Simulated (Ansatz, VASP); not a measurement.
# Cross-check of Cu (Cu(100)) between VASP and Ansatz, part 2 of 2

One calculation is typed for both programs; each brings its own data sets. How far apart do they land? The cell is taken from a series of runs on this material, whose earlier steps may have relaxed, scaled, displaced or heated it; both programs get it as it stands.

VASP 6.6.1 and Ansatz 0.2.0.

So far: Set-up; VASP: single point, PBEsol; Ansatz: single point, PBEsol; Side by side.

**5. VASP: single point, RPBE**

Level of this step: RPBE; plane waves and PAW (Cu) (VASP).

A single point gives forces, pressure and levels at one fixed geometry, so differences don't come from the geometry; what else differs is listed under the comparison.

Contents of INCAR:

```
SYSTEM = Cu
PREC = Accurate
ENCUT = 520
EDIFF = 1E-06
NELM = 120
ISMEAR = -1
SIGMA = 0.1
LREAL = .FALSE.
ALGO = Normal
GGA = RP
NBANDS = 47
LASPH = .TRUE.
LORBIT = 11
LWAVE = .FALSE.
LCHARG = .FALSE.
ISIF = 2
LDIPOL = .TRUE.
IDIPOL = 3
DIPOL = 0.5 0.5 0.5
LVHAR = .TRUE.
GGA_COMPAT = .FALSE.
NELMDL = -8
KPAR = 2
```

Contents of POSCAR:

```
Cu
1.0
    2.5526554801      0.0000000000      0.0000000000
    0.0000000000      2.5526554801      0.0000000000
    0.0000000000      0.0000000000     28.8300000000
Cu
7
Direct
    0.0000000000      0.0000000000      0.3121748179
    0.5000000000      0.5000000000      0.3747832119
    0.0000000000      0.0000000000      0.4373916060
    0.5000000000      0.5000000000      0.5000000000
    0.0000000000      0.0000000000      0.5626083940
    0.5000000000      0.5000000000      0.6252167881
    0.0000000000      0.0000000000      0.6878251821
```

Contents of KPOINTS:

```
Automatic mesh
0
Gamma
16 16 1
0 0 0
```

The projector-augmented-wave data sets are Cu (PBE family, release 64).

Run with:

```
mpirun -np 2 vasp_std
```

Numbers of over 12 decimals in the logs are rounded to 6 here.

The program printed:

```text
[banner, memory and clock lines left out]
running    2 mpi-ranks, on    1 nodes
[...]
[... a notice as in an earlier step ...]

 LDA part: xc-table for (Slater+PW92), standard interpolation
 POSCAR, INCAR and KPOINTS ok, starting setup
[...]
entering main loop
       N       E                     dE             d eps       ncg     rms          rms(c)
DAV:   1     0.692271876533E+03    0.69227E+03   -0.33877E+04  4230   0.222E+03
DAV:   2     0.530528697663E+02   -0.63922E+03   -0.62042E+03  4230   0.439E+02
DAV:   3    -0.241282662253E+02   -0.77181E+02   -0.72352E+02  4482   0.205E+02
DAV:   4    -0.268322856810E+02   -0.27040E+01   -0.26854E+01  4651   0.513E+01
[...]
DAV:  26    -0.217426737872E+02   -0.14236E-05   -0.19029E-07  2668   0.543E-03    0.118E-03
DAV:  27    -0.217426760090E+02   -0.22218E-05   -0.49248E-07  2514   0.108E-02    0.115E-03
DAV:  28    -0.217426769926E+02   -0.98362E-06   -0.73220E-08  2535   0.470E-03
   1 F= -.21742677E+02 E0= -.21705480E+02  d E =-.743937E-01
```

OUTCAR, selected parts (step 5):

```text
  Total        2.3075244      2.3075244      2.7719337      0.0000000      0.0000000     -0.0000000
  in kB       19.6801238     19.6801238     23.6409201      0.0000000      0.0000000     -0.0000000
  external PRESSURE =      21.0003892 kB  Pullay stress =       0.0000000 kB

 POSITION                                       TOTAL-FORCE (eV/Angst)
 -----------------------------------------------------------------------------------
      0.00000      0.00000      9.00000         0.000000      0.000000     -0.114965
      1.27633      1.27633     10.80500         0.000000      0.000000     -0.225344
      0.00000      0.00000     12.61000        -0.000000      0.000000      0.008496
      1.27633      1.27633     14.41500         0.000000      0.000000     -0.000000
      0.00000      0.00000     16.22000         0.000000     -0.000000     -0.008496
      1.27633      1.27633     18.02500         0.000000      0.000000      0.225344
      0.00000      0.00000     19.83000         0.000000     -0.000000      0.114965
 -----------------------------------------------------------------------------------
    total drift:                               -0.000000      0.000000      0.000000

  FREE ENERGIE OF THE ION-ELECTRON SYSTEM (eV)
  ---------------------------------------------------
  free  energy   TOTEN  =       -21.7426769926 eV

  energy  without entropy=      -21.6682833069  energy(sigma->0) =      -21.70548015

[... 2 parts as in an earlier step ...]

[... 1 further part left out ...]
[key lines of the parts left out:]
E-fermi :   1.0209
```

**6. Ansatz: single point, RPBE**

The same cell, functional, mesh and smearing now go to Ansatz, which takes its cutoff from its data sets.

The cell is taken from a series of runs on this material, whose earlier steps may have relaxed, scaled, displaced or heated it; both programs get it as it stands.

Contents of input.yaml:

```yaml
crystal:
  lattice:
    - [2.5526554801, 0.0, 0.0]
    - [0.0, 2.5526554801, 0.0]
    - [0.0, 0.0, 28.83]
  atoms:
    - { symbol: Cu, position: [0.0, 0.0, 0.3121748179] }
    - { symbol: Cu, position: [0.5, 0.5, 0.3747832119] }
    - { symbol: Cu, position: [0.0, 0.0, 0.437391606] }
    - { symbol: Cu, position: [0.5, 0.5, 0.5] }
    - { symbol: Cu, position: [0.0, 0.0, 0.562608394] }
    - { symbol: Cu, position: [0.5, 0.5, 0.6252167881] }
    - { symbol: Cu, position: [0.0, 0.0, 0.6878251821] }
kpoints:
  mp_grid: { grid: [16, 16, 1] }
hamiltonian:
  xc: rpbe
scf:
  occupations: { method: fermi_dirac, width: 0.1 }
  convergence: { dr2_threshold: 1.0e-09 }
efield:
  axis: 3
  dipole_correction: true
  ramp_position: 0.97
  ramp_width: 0.06
output:
  write_potential: true
  write_density: true
  volumetric_format: npy
```

Run with:

```
ansatz run input.yaml --threads 4 --pin off --max-ram 6144MiB --backend cpu --events-out ev --progress --plain --runs-dir out
```

The program printed:

```text
[...]
Crystal: 7 atoms, lattice volume = 187.858 Å³
Basis set: ecut = 420 eV, 3701 PW (Γ)
Bands: 80, of which v1, the nominal top of the filled ones, is band 67 counted from 1 (66 counted from 0)
Symmetry: 8 space group operations
k-points: 45 of 256
[...]
k-point 0: bands = [... 63 lower, 3.5042, 3.5859, 3.5859, 3.5913, 3.5923, 3.9204, 5.3724, 6.2504, ... 9 higher]
  k-point 1: bands = [... 63 lower, 3.4555, 3.5192, 3.5417, 3.5785, 3.6081, 4.1702, 5.5620, 6.4683, ... 9 higher]
  k-point 2: bands = [... 63 lower, 3.4866, 3.4916, 3.5615, 3.5764, 3.5994, 4.6327, 6.0361, 7.0282, ... 9 higher]
  k-point 44: bands = [... 63 lower, 6.9288, 6.9288, 8.0283, 8.0283, 9.4751, 9.4751, 11.1474, 11.1474, ... 9 higher]
[key lines of the parts left out:]
SCF converged after 12 iterations
Free energy (F): -46411.504440 eV
Fermi energy:    5.046933 eV
Dipole field:    D = -0.000000 V/Å  (p = -0.000000 e·Å, saw-weighted, corrected)
Work function:   Φ+ = 4.3652 eV   Φ− = 4.3652 eV
```

**7. Differences**

What differs besides the data sets and the points named for the pairs above, as far as they apply: the data sets hold 133 valence electrons in Ansatz (on its default PAW (the set named soft_2) files) and 77 in VASP. Total energies have different zeros and are not compared.

Compared:

| quantity | Ansatz | VASP | difference |
| --- | --- | --- | --- |
| work function, lower of the two faces (eV) | 4.37 | 4.35 | +0.02 |
| work function, higher of the two faces (eV) | 4.37 | 4.35 | +0.02 |

With vacuum in the cell, a pressure given here is an average over mostly empty space and none of the material.

**8. Ansatz: single point, LDA**

With cell and atoms fixed, the geometry can't cause a difference; cores, projectors, grids and the points listed under the comparison can.

The cell is taken from a series of runs on this material, whose earlier steps may have relaxed, scaled, displaced or heated it; both programs get it as it stands.

Changes to input.yaml since step 6:

```diff
@@ -16,3 +16,4 @@
 hamiltonian:
-  xc: rpbe
+  xc: lda
+  pseudopotentials: { kind: nc }
 scf:
```

The program printed:

```text
[...]
Crystal: 7 atoms, lattice volume = 187.858 Å³
Basis set: ecut = 1251.723767 eV, 19079 PW (Γ)
Bands: 80, of which v1, the nominal top of the filled ones, is band 67 counted from 1 (66 counted from 0)
Symmetry: 8 space group operations
k-points: 45 of 256
[...]
k-point 0: bands = [... 63 lower, 3.2306, 3.3135, 3.3135, 3.3233, 3.3245, 3.6095, 5.0774, 5.9493, ... 9 higher]
  k-point 1: bands = [... 63 lower, 3.1798, 3.2490, 3.2712, 3.3093, 3.3379, 3.8674, 5.2698, 6.1714, ... 9 higher]
  k-point 2: bands = [... 63 lower, 3.2176, 3.2230, 3.2745, 3.3061, 3.3284, 4.3345, 5.7488, 6.7408, ... 9 higher]
  k-point 44: bands = [... 63 lower, 6.5881, 6.5881, 7.6920, 7.6920, 9.1396, 9.1396, 10.8103, 10.8103, ... 9 higher]
[key lines of the parts left out:]
SCF converged after 9 iterations
Free energy (F): -36086.845940 eV
Fermi energy:    4.752057 eV
Dipole field:    D = 0.000000 V/Å  (p = 0.000000 e·Å, saw-weighted, corrected)
Work function:   Φ+ = 4.9175 eV   Φ− = 4.9175 eV
```

**9. VASP: single point, LDA**

The same cell, functional (in two slightly different forms), mesh and smearing now go to VASP, with its own data sets.

Changes to INCAR since step 5:

```diff
@@ -9,3 +9,3 @@
 ALGO = Normal
-GGA = RP
+GGA = PW92
 NBANDS = 47
```

POSCAR is that of step 5.

KPOINTS is that of step 5.

The projector-augmented-wave data sets are Cu (LDA family, release 64).

Run with:

```
mpirun -np 2 vasp_std
```

The program printed:

```text
[banner, memory and clock lines left out]
running    2 mpi-ranks, on    1 nodes
[...]
[... a notice as in an earlier step ...]

 LDA part: xc-table for (Slater(with rela. corr.)+PW92), standard interpolation
 POSCAR, INCAR and KPOINTS ok, starting setup
[...]
entering main loop
       N       E                     dE             d eps       ncg     rms          rms(c)
DAV:   1     0.696049673773E+03    0.69605E+03   -0.33725E+04  4230   0.226E+03
DAV:   2     0.485160266380E+02   -0.64753E+03   -0.62923E+03  4230   0.442E+02
DAV:   3    -0.341923482710E+02   -0.82708E+02   -0.77277E+02  4426   0.213E+02
DAV:   4    -0.373366927067E+02   -0.31443E+01   -0.31171E+01  4702   0.563E+01
[...]
DAV:  25    -0.311023537313E+02   -0.11921E-05   -0.26940E-06  3426   0.381E-02    0.330E-03
DAV:  26    -0.311023561479E+02   -0.24166E-05   -0.20891E-06  2821   0.221E-02    0.839E-04
DAV:  27    -0.311023568455E+02   -0.69767E-06   -0.28645E-07  2648   0.810E-03
   1 F= -.31102357E+02 E0= -.31065621E+02  d E =-.734715E-01
```

Parts of OUTCAR (step 9):

```text
  Total       -7.3618494     -7.3618494     -5.6920864      0.0000000     -0.0000000      0.0000000
  in kB      -62.7868162    -62.7868162    -48.5459510      0.0000000     -0.0000000      0.0000000
  external PRESSURE =     -58.0398611 kB  Pullay stress =       0.0000000 kB

 POSITION                                       TOTAL-FORCE (eV/Angst)
 -----------------------------------------------------------------------------------
      0.00000      0.00000      9.00000        -0.000000     -0.000000      0.665723
      1.27633      1.27633     10.80500         0.000000      0.000000     -0.220847
      0.00000      0.00000     12.61000        -0.000000      0.000000      0.007008
      1.27633      1.27633     14.41500        -0.000000      0.000000     -0.000000
      0.00000      0.00000     16.22000        -0.000000      0.000000     -0.007008
      1.27633      1.27633     18.02500        -0.000000      0.000000      0.220847
      0.00000      0.00000     19.83000         0.000000     -0.000000     -0.665723
 -----------------------------------------------------------------------------------
    total drift:                               -0.000000      0.000000      0.000000

  FREE ENERGIE OF THE ION-ELECTRON SYSTEM (eV)
  ---------------------------------------------------
  free  energy   TOTEN  =       -31.1023568455 eV

  energy  without entropy=      -31.0288853106  energy(sigma->0) =      -31.06562108

[... 2 parts as in an earlier step ...]

[... 1 further part left out ...]
[key lines of the parts left out:]
E-fermi :   0.5416
```

**10. Side by side**

What differs besides the data sets and the points named for the pairs above, as far as they apply: the data sets hold 133 valence electrons in Ansatz (on norm-conserving files, of PseudoDojo where its log says so) and 77 in VASP; the cutoff is 1251.72 eV in Ansatz and 520 eV in VASP; VASP's log shows a relativistic correction to its local exchange, Ansatz's none. Total energies have different zeros and are not compared.

Compared:

| quantity | Ansatz | VASP | difference |
| --- | --- | --- | --- |
| work function, lower of the two faces (eV) | 4.92 | 4.88 | +0.04 |
| work function, higher of the two faces (eV) | 4.92 | 4.88 | +0.04 |

With vacuum in the cell, a pressure given here is an average over mostly empty space and none of the material.

**11. Outcome**

```
difference in work function, higher of the two faces (single point, PBEsol) : 0.021 eV
difference in work function, higher of the two faces (single point, RPBE)   : 0.020 eV
difference in work function, lower of the two faces (single point, LDA)     : 0.042 eV
```

**Reading.** The difference in work function, higher of the two faces is 0.021 eV (single point, PBEsol). The data sets hold unlike numbers of valence electrons (133 in Ansatz and 77 in VASP), so part of the differences comes from the potentials. 1 further run of this series is not shown here. How closely two codes agree says nothing of how well the functional describes the real material.

[Lines on the potential files, build, host, timing and source positions are cut from VASP's logs without a mark.]

[Logs are printed without paths, hosts, clocks, repeated set-up lines and the standing remarks that a program may print on its own settings, such as how far it seeks lower states.]

[Hosts, paths, dates, database ids (printed as entryN), source tags and the programs' standing remarks are cut or masked in the printed files.]
